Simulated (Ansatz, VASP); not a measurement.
## LaMg6Mn in VASP and in Ansatz

File INCAR:

```
ALGO = Normal
EDIFF = 1E-7
ENCUT = 520
GGA = PE
ISIF = 2
ISMEAR = -1
ISPIN = 2
LASPH = True
LCHARG = True
LELF = True
LMAXMIX = 6
LORBIT = 11
LREAL = False
LVHAR = True
LWAVE = False
MAGMOM = 0 4 0 0 0 0 0 0
NBANDS = 32
NELM = 120
PREC = Accurate
SIGMA = 0.05
```

KPOINTS

```
k-points
0
Gamma
  5 5 5
```

Contents of POSCAR:

```
LaMg6Mn
1.0
    5.1161150000      0.0000000000      0.0000000000
    0.0000000000      3.3151520000      5.7580140000
    0.0000000000     -3.3151520000      5.7580140000
La Mn Mg
1 1 6
Direct
    0.4949320000      0.6803840000      0.6712500000
    0.0006760000      0.8382190000      0.8281400000
    0.4976110000      0.1555850000      0.1601110000
    0.4949420000      0.1653160000      0.6776360000
    0.5013730000      0.6798390000      0.1512700000
    0.0005670000      0.3272570000      0.3329140000
   -0.0007430000      0.3142190000      0.8424550000
    0.0051820000      0.8295210000      0.3213870000
```

input.yaml

```yaml
crystal:
  lattice:
    - [5.116115, 0.0, 0.0]
    - [0.0, 3.315152, 5.758014]
    - [0.0, -3.315152, 5.758014]
  atoms:
    - { symbol: La, position: [0.494932, 0.680384, 0.67125] }
    - { symbol: Mn, position: [0.000676, 0.838219, 0.82814], spin: 4.0 }
    - { symbol: Mg, position: [0.497611, 0.155585, 0.160111] }
    - { symbol: Mg, position: [0.494942, 0.165316, 0.677636] }
    - { symbol: Mg, position: [0.501373, 0.679839, 0.15127] }
    - { symbol: Mg, position: [0.000567, 0.327257, 0.332914] }
    - { symbol: Mg, position: [-0.000743, 0.314219, 0.842455] }
    - { symbol: Mg, position: [0.005182, 0.829521, 0.321387] }
hamiltonian:
  xc: pbe
  pseudopotentials: { kind: paw }
magnetization:
  spin_polarized: true
kpoints:
  mp_grid: { grid: [5, 5, 5] }
scf:
  occupations: { method: fermi_dirac, width: 0.05 }
output:
  forces: true
  stress: true
  eigenvalues: true
```

Change from the starting cell: atoms moved at random, drawn with an rms of 0.05 Å.

Alike in both runs: task single point; functional PBE; k mesh 5 × 5 × 5; occupations fermi-dirac, width 0.05 eV; collinear spin, ferromagnetic start.

```csv
,VASP,Ansatz
version,VASP 6.6.1,Ansatz 0.2.0
potentials or method,"VASP PAW PBE potentials, release 64 (La, Mn_pv, Mg)",Ansatz PAW
plane-wave cutoff (eV),520,420
valence electrons in the cell,36,86
```

Ansatz gave:

```
gap on the k mesh at the Fermi level (eV)                     : none
pressure (GPa)                                                : -0.2
largest component of the traceless stress (GPa)               : 0.30
rms of the force components (eV/Å)                            : 0.091
net moment per atom (μB)                                      : 0.48
size of the moment on the site where the two differ most (μB) : 3.99
```

Task: What did VASP give for the same quantities?

Result: gap on the k mesh at the Fermi level (eV): none; pressure (GPa): -0.3; largest component of the traceless stress (GPa): 0.30; rms of the force components (eV/Å): 0.091; net moment per atom (μB): 0.48; size of the moment on the site where the two differ most (μB): 3.83.

Site moments also hang on the region over which each program counts them. Atom by atom the forces differ by 0.001 eV/Å (rms over components). A gap of «none» marks a metal or a gap that the smearing closes. The functional is the same, so the differences come from potentials, cutoffs and numerics. The two sets of potentials don't hold the same shells in valence.

Spin-orbit coupling is left out, which matters for the levels of La.
